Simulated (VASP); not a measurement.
# CuSi11C12 (a cell with a defect) in VASP: a series of runs, part 2 of 2

VASP 6.6.1.

## (4) Single point, PBEsol+U, collinear spin, ferromagnetic start

INCAR

```
PREC = Accurate ; ENCUT = 450
EDIFF = 1E-5 ; ISMEAR = 0
SIGMA = 0.03 ; LREAL = Auto
LASPH = True ; NELM = 120
ALGO = Normal ; ISIF = 2
LWAVE = False ; LCHARG = False
ISPIN = 2 ; MAGMOM = 1 0 0 0 0 0 0 0 0 0 0 0 0 0 0 0 0 0 0 0 0 0 0 0
LORBIT = 11 ; NUPDOWN = 1
LMAXMIX = 4 ; LDAU = True
LDAUTYPE = 2 ; LDAUL = 2 -1 -1
LDAUU = 5 0 0 ; LDAUJ = 0 0 0
LDAUPRINT = 1 ; GGA = PS
ISYM = 0 ; KPAR = 4
```

KPOINTS

```
regular mesh
0
Gamma
  3 4 4
```

POSCAR

```
CuSi11C12                               
1.0
    0.0000000000      6.5370000000      6.5370000000
    4.3580000000      0.0000000000      4.3580000000
    4.3580000000      4.3580000000      0.0000000000
  Cu              Si              C             
     1    11    12
Direct
     0.0010259405190179    0.0002635976653580    0.0005487889729573
     0.9983194789176578    0.9983794761111556    0.5030702982315673
     0.9984279086407098    0.5028448412909272    0.9986047435786952
     0.9978623534199882    0.5027577864670616    0.5032727274726236
     0.3345063814186682    0.0006761861632530    0.0004782034862862
     0.3354484122086457    0.9997205318554142    0.4995884091942953
     0.3355315986346216    0.4996058210089637    0.9996923705793832
     0.3332025211381286    0.5010521481491432    0.5007056972545173
     0.6712700747212040    0.9984476225139411    0.9982951218597574
     0.6669656249014730    0.0004676606372447    0.5011235978150704
     0.6669648722145709    0.5010065759837815    0.0006098494833766
     0.6675551292828948    0.5001996310988449    0.4999822356131100
     0.0880063836022711    0.1325520573037952    0.1328047538449071
     0.0886465126688370    0.1316592903971709    0.6047501592937111
     0.0886537298821918    0.6045364356364062    0.1320737222494724
     0.0834474105991451    0.6254700641481443    0.6257345722592965
     0.4217091057997019    0.1233525418470156    0.1232828931617343
     0.4157003595852645    0.1266173402784616    0.6269520954353480
     0.4157664934255848    0.6271681578552548    0.1263055205422830
     0.4175512114987539    0.6251049373080482    0.6249863469859728
     0.7365681870489843    0.1329408600199745    0.1331324220283058
     0.7503309348041727    0.1257010076720589    0.6249500817619419
     0.7503660342283157    0.6249899397793778    0.1255038127763557
     0.7491133408392110    0.6262504888092142    0.6263555761190133
```

Potentials or basis: VASP PAW PBE potentials, release 64 (Cu, Si, C).

Command:

```sh
> cat potpaw_PBE.64/Cu/POTCAR potpaw_PBE.64/Si/POTCAR potpaw_PBE.64/C/POTCAR > POTCAR
> mpirun -np 4 vasp_std > vasp.out
```

OUTCAR:

```text
PREC = Accurate
   ENCUT = 450
   EDIFF = 1E-5
   ISMEAR = 0
   LREAL = Auto
   LASPH = True
   NELM = 120
   ISIF = 2
   ISPIN = 2
   LORBIT = 11
   NUPDOWN = 1
   GGA = PS
   ISYM = 0

 ion  position               nearest neighbor table
   1  0.001  0.000  0.001-  13 1.99  15 1.99  14 1.99  21 2.00
   2  0.998  0.998  0.503-  13 1.87  14 1.87  22 1.87  16 1.88   9 3.04   3 3.05   4 3.06  10 3.06
                            12 3.08   8 3.08   5 3.10   4 3.11   3 3.11   6 3.11
   3  0.998  0.503  0.999-  13 1.87  15 1.87  23 1.87  16 1.88   9 3.04   2 3.05   4 3.06  11 3.06
                            12 3.07   8 3.08   5 3.10   4 3.11   2 3.11   7 3.11
   4  0.998  0.503  0.503-  14 1.87  15 1.87  24 1.88  16 1.88   3 3.06   2 3.06  11 3.06  10 3.06
                            12 3.07   8 3.09   2 3.11   3 3.11   6 3.11   7 3.11
   5  0.335  0.001  0.000-  13 1.86  19 1.88  18 1.88  17 1.89  10 3.08  11 3.08   7 3.08   6 3.08
                             8 3.08   8 3.08   6 3.09   7 3.09   9 3.10   3 3.10   2 3.10
   6  0.335  1.000  0.500-  14 1.87  20 1.89  18 1.89  17 1.89  10 3.07  12 3.07   5 3.08   8 3.08
                             7 3.08   7 3.08   8 3.08   5 3.09   9 3.10   2 3.11   4 3.11
   7  0.336  0.500  1.000-  15 1.87  19 1.88  20 1.89  17 1.89  11 3.07  12 3.07   5 3.08   6 3.08
                             8 3.08   8 3.08   6 3.08   5 3.09   9 3.10   3 3.11   4 3.11
   8  0.333  0.501  0.501-  19 1.88  18 1.88  16 1.89  20 1.89   6 3.08   2 3.08   5 3.08   7 3.08
                             7 3.08   3 3.08   5 3.08   6 3.08  11 3.08  10 3.09  12 3.09   4 3.09
   9  0.671  0.998  0.998-  21 1.85  22 1.88  23 1.88  17 1.88   2 3.04   3 3.04  10 3.08  11 3.08
                            12 3.08  12 3.08  11 3.08  10 3.09   7 3.10   6 3.10   5 3.10
  10  0.667  0.000  0.501-  21 1.85  22 1.88  24 1.88  18 1.90   2 3.06   4 3.06   6 3.07   5 3.08
                             9 3.08  11 3.08  12 3.08  12 3.08  11 3.08   8 3.09   9 3.09
  11  0.667  0.501  0.001-  21 1.85  23 1.88  24 1.88  19 1.90   4 3.06   3 3.06   7 3.07   5 3.08
                            12 3.08  10 3.08   9 3.08   8 3.08   9 3.08  10 3.08  12 3.09
  12  0.668  0.500  0.500-  23 1.88  22 1.88  24 1.89  20 1.89   4 3.07   6 3.07   3 3.07   7 3.07
                             2 3.08  11 3.08  10 3.08   9 3.08   9 3.08  10 3.08  11 3.09   8 3.09
  13  0.088  0.133  0.133-   5 1.86   2 1.87   3 1.87   1 1.99
  14  0.089  0.132  0.605-   6 1.87   2 1.87   4 1.87   1 1.99
[... 3440 lines left out ...]

 [... further k-points ...]

 [bands above 63 left out]

------------------------ aborting loop because EDIFF is reached ----------------------------------------

  FORCE on cell =-STRESS in cart. coord.  units (eV):
  Direction    XX          YY          ZZ          XY          YZ          ZX
  --------------------------------------------------------------------------------------
  -------------------------------------------------------------------------------------
  Total        3.1744394      2.3190969      2.3189295     -1.0142237      0.5571654     -1.0198754
  in kB       20.4830532     14.9639603     14.9628802     -6.5442732      3.5951069     -6.5807405
  external PRESSURE =      16.8032979 kB  Pullay stress =       0.0000000 kB

 VOLUME and BASIS-vectors are now :
 -----------------------------------------------------------------------------
  energy-cutoff  :      450.00
  volume of cell :      248.30
      direct lattice vectors                 reciprocal lattice vectors
     0.000000000  6.537000000  6.537000000    -0.076487685  0.076487685  0.076487685
     4.358000000  0.000000000  4.358000000     0.114731528 -0.114731528  0.114731528
     4.358000000  4.358000000  0.000000000     0.114731528  0.114731528 -0.114731528

 POSITION                                       TOTAL-FORCE (eV/Angst)
 -----------------------------------------------------------------------------------
      0.00354      0.00910      0.00786         0.034212     -0.031184     -0.029732
      6.54332      8.71839     10.87695         0.007246     -0.003969      0.006035
      6.54332     10.87864      8.71812         0.013768     -0.001260     -0.008393
      4.38428      8.71629      8.71404         0.019896      0.003073      0.018308
      0.00503      2.18875      2.18962        -0.019413      0.011335      0.010115
      6.53399      4.37003      6.54961        -0.004096      0.001451      0.039225
[... 16 lines left out ...]
      3.27065      5.45209      7.62885         0.028667      0.001047      0.010765
      5.45886      7.62661      7.62615         0.002264     -0.009843     -0.012501
 -----------------------------------------------------------------------------------
    total drift:                               -0.008864     -0.005747     -0.005068

  FREE ENERGIE OF THE ION-ELECTRON SYSTEM (eV)
  ---------------------------------------------------
  free  energy   TOTEN  =      -182.8619597257 eV

  energy  without entropy=     -182.8592168838  energy(sigma->0) =     -182.86058830

 total charge

# of ion       s       p       d       tot
------------------------------------------
    1        0.504   0.492   9.260  10.257
    2        0.713   0.986   0.000   1.699
    3        0.713   0.986   0.000   1.699
    4        0.712   0.981   0.000   1.693
    5        0.713   0.982   0.000   1.695
    6        0.711   0.977   0.000   1.688
[... 16 lines left out ...]
   23        0.837   1.708   0.000   2.544
   24        0.836   1.704   0.000   2.540
--------------------------------------------------
tot         18.481  31.308   9.260  59.049

 magnetization (x)

# of ion       s       p       d       tot
------------------------------------------
    1       -0.000   0.069   0.135   0.203
    2       -0.000   0.001   0.000   0.001
    3       -0.000   0.001   0.000   0.001
    4       -0.000  -0.000   0.000  -0.000
    5        0.001   0.005   0.000   0.006
    6        0.000   0.001   0.000   0.002
[... 16 lines left out ...]
   23        0.000   0.003   0.000   0.004
   24        0.000   0.003   0.000   0.003
--------------------------------------------------
tot          0.024   0.461   0.135   0.620
```

OSZICAR:

```text
N       E                     dE             d eps       ncg     rms          rms(c)
DAV:   1     0.593419362122E+03    0.59342E+03   -0.40862E+04  6760   0.136E+03
DAV:   2    -0.101013306351E+03   -0.69443E+03   -0.64637E+03  7284   0.319E+02
DAV:   3    -0.201743306431E+03   -0.10073E+03   -0.98083E+02  8707   0.116E+02
DAV:   4    -0.207279575903E+03   -0.55363E+01   -0.55079E+01 10248   0.301E+01
DAV:   5    -0.207403344480E+03   -0.12377E+00   -0.12362E+00  8584   0.363E+00    0.375E+01
DAV:   6    -0.195742388867E+03    0.11661E+02   -0.20023E+02 10152   0.200E+02    0.259E+01
DAV:   7    -0.183279054291E+03    0.12463E+02   -0.69978E+01  9728   0.883E+01    0.113E+01
DAV:   8    -0.183281436193E+03   -0.23819E-02   -0.14557E+01 10576   0.804E+01    0.835E+00
DAV:   9    -0.183321007024E+03   -0.39571E-01   -0.10333E+01  9871   0.815E+01    0.558E+00
DAV:  10    -0.182831494433E+03    0.48951E+00   -0.18143E+00  9744   0.341E+01    0.148E+00
DAV:  11    -0.182856642465E+03   -0.25148E-01   -0.68358E-01 10696   0.949E+00    0.504E-01
DAV:  12    -0.182862165864E+03   -0.55234E-02   -0.61593E-02 10008   0.196E+00    0.307E-01
DAV:  13    -0.182862236750E+03   -0.70885E-04   -0.31401E-03 10216   0.450E-01    0.175E-01
DAV:  14    -0.182861986796E+03    0.24995E-03   -0.18195E-03  9768   0.129E+00    0.583E-02
DAV:  15    -0.182862049951E+03   -0.63155E-04   -0.52149E-04 10120   0.181E-01    0.750E-02
DAV:  16    -0.182861976189E+03    0.73762E-04   -0.11086E-04  8768   0.285E-01    0.366E-02
DAV:  17    -0.182861963358E+03    0.12832E-04   -0.52886E-05  7064   0.107E-01    0.169E-02
DAV:  18    -0.182861959726E+03    0.36320E-05   -0.13766E-05  4704   0.885E-02
   1 F= -.18286196E+03 E0= -.18286059E+03  d E =-.274284E-02  mag=     1.0000
```

It took 9 min on 4 MPI ranks of Intel Xeon Platinum 8488C (Sapphire Rapids), shared host; peak memory 0.75 GiB.

Results:

| Property | Result |
| --- | --- |
| Free energy | -182.8620 eV |
| Largest force | 0.055 eV/Å |
| Net moment | 1.00 μB per cell |
| Site moments | Cu +0.20; Si +0.00, -0.00, +0.01; C +0.06, +0.08, +0.00, +0.03, +0.01, +0.12 μB |
| Valence electrons inside the program's atomic spheres | Cu 10.26; Si 1.70, 1.69, 1.68; C 2.47, 2.54, 2.52, 2.53, 2.49 |

Forces in eV/Å, atoms in the order of the input:
```
Cu   0.034 -0.031 -0.030
Si   0.007 -0.004  0.006
Si   0.014 -0.001 -0.008
Si   0.020  0.003  0.018
Si  -0.019  0.011  0.010
Si  -0.004  0.001  0.039
Si  -0.005  0.023 -0.006
Si  -0.006  0.013 -0.001
Si   0.014  0.015  0.003
Si   0.002 -0.006  0.018
Si  -0.009  0.012 -0.002
Si   0.014 -0.002 -0.009
C   -0.039  0.002  0.006
C   -0.006 -0.009  0.014
C   -0.016  0.014 -0.007
C   -0.032 -0.007 -0.001
C    0.022 -0.035 -0.036
C   -0.010  0.007 -0.013
C   -0.002 -0.006  0.001
C    0.001  0.002 -0.001
C   -0.030  0.002  0.012
C    0.019  0.004 -0.010
C    0.029  0.001  0.011
C    0.002 -0.010 -0.013
```

Eigenvalues of the final occupation matrices:
```csv
site,spin,trace,eigenvalues
site 1 d,1,4.71,0.91 0.92 0.95 0.96 0.96
site 1 d,2,4.57,0.87 0.89 0.89 0.96 0.96
```

Caveat: the cutoff is under 1.25 times the usual one of these potentials, so pressure, stress and relaxed cells hold a basis-set (Pulay) error; the PAW data sets were made with another functional, which shifts forces and pressure a little; the total moment is fixed, so each spin has its own Fermi level; the U is typed as a test and isn't derived for this compound. The state reached can hang on the start; a lower one may exist.

## (5) Single point, PBEsol+U, collinear spin, ferromagnetic start

Edit INCAR of step 4 so:

```diff
@@ -6,4 +6,4 @@
 LWAVE = False ; LCHARG = False
-ISPIN = 2 ; MAGMOM = 1 0 0 0 0 0 0 0 0 0 0 0 0 0 0 0 0 0 0 0 0 0 0 0
-LORBIT = 11 ; NUPDOWN = 1
+ISPIN = 2 ; MAGMOM = 3 0 0 0 0 0 0 0 0 0 0 0 0 0 0 0 0 0 0 0 0 0 0 0
+LORBIT = 11 ; NUPDOWN = 3
 LMAXMIX = 4 ; LDAU = True
```

KPOINTS

```
regular mesh
0
Gamma
  2 3 3
```

POSCAR is that of step 4.

Command:

```sh
> cat potpaw_PBE.64/Cu/POTCAR potpaw_PBE.64/Si/POTCAR potpaw_PBE.64/C/POTCAR > POTCAR
> mpirun -np 4 vasp_std > vasp.out
```

It took 3.8 min on 4 MPI ranks of Intel Xeon Platinum 8488C (Sapphire Rapids), shared host; peak memory 0.58 GiB.

Results (log left out):

```
Free energy                                           : -182.2120 eV
Largest force                                         : 0.305 eV/Å
Net moment                                            : 3.00 μB per cell
Site moments                                          : Cu +0.59; Si +0.00, -0.00, +0.01; C +0.28, +0.27, +0.01, +0.09, +0.03, +0.21, +0.02 μB
Valence electrons inside the program's atomic spheres : Cu 10.24; Si 1.70, 1.69, 1.68; C 2.48, 2.54, 2.52, 2.53, 2.50
```

Forces in eV/Å, atoms in the order of the input:
```
Cu  -0.019 -0.047 -0.046
Si  -0.122  0.082  0.187
Si  -0.116  0.181  0.077
Si  -0.148  0.097  0.112
Si  -0.033 -0.027 -0.029
Si   0.078  0.066 -0.033
Si   0.078 -0.049  0.058
Si   0.009  0.009 -0.005
Si   0.014 -0.079 -0.091
Si   0.057  0.037 -0.054
Si   0.046 -0.059  0.040
Si   0.051 -0.005 -0.013
C   -0.070 -0.072 -0.066
C    0.091  0.105 -0.024
C    0.079 -0.024  0.106
C    0.041 -0.071 -0.065
C    0.073 -0.209 -0.210
C   -0.069  0.028  0.019
C   -0.061  0.025  0.022
C   -0.020  0.021  0.018
C   -0.049  0.063  0.073
C    0.038 -0.012 -0.069
C    0.048 -0.058 -0.004
C    0.003 -0.001 -0.004
```

Eigenvalues of the final occupation matrices:
```tsv
site	spin	trace	eigenvalues
site 1 d	1	4.83	0.96 0.97 0.97 0.97 0.97
site 1 d	2	4.43	0.83 0.84 0.84 0.96 0.96
```

Caveat: the k mesh is coarse (spacing up to 0.42 Å⁻¹), so the values aren't converged; the cutoff is under 1.25 times the usual one of these potentials, so pressure, stress and relaxed cells hold a basis-set (Pulay) error; the PAW data sets were made with another functional, which shifts forces and pressure a little; the total moment is fixed, so each spin has its own Fermi level; the U is typed as a test and isn't derived for this compound. The state reached can hang on the start; a lower one may exist.

## (6) The runs side by side

| U | fixed moment (μB) | k mesh | mesh quality | moment (μB) | largest force (eV/Å) |
| --- | --- | --- | --- | --- | --- |
| Cu d U = 5 eV | - | 2 × 3 × 3 | coarse | 0.00 | 0.17 |
| Cu d U = 7 eV | 1 | 2 × 3 × 3 | coarse | 1.00 | 0.04 |
| Cu d U = 5 eV | 1 | 3 × 4 × 4 | not flagged | 1.00 | 0.06 |
| Cu d U = 5 eV | 3 | 2 × 3 × 3 | coarse | 3.00 | 0.30 |

Alike in all rows: task single point; level PBEsol+U; potentials or basis VASP PAW PBE potentials, release 64 (Cu, Si, C); spin collinear, ferromagnetic start; cell as given; cutoff (eV) 450; smearing gaussian 0.03 eV.

Caveats: some runs use coarse meshes; the cutoff is under 1.25 times the usual one of these potentials, so pressure, stress and relaxed cells hold a basis-set (Pulay) error; the PAW data sets were made with another functional, which shifts forces and pressure a little; the U is typed as a test and isn't derived for this compound; the total moment is fixed, so each spin has its own Fermi level (some runs).

Total energies depend on the potentials used, so only differences within one code and one set of settings carry meaning.
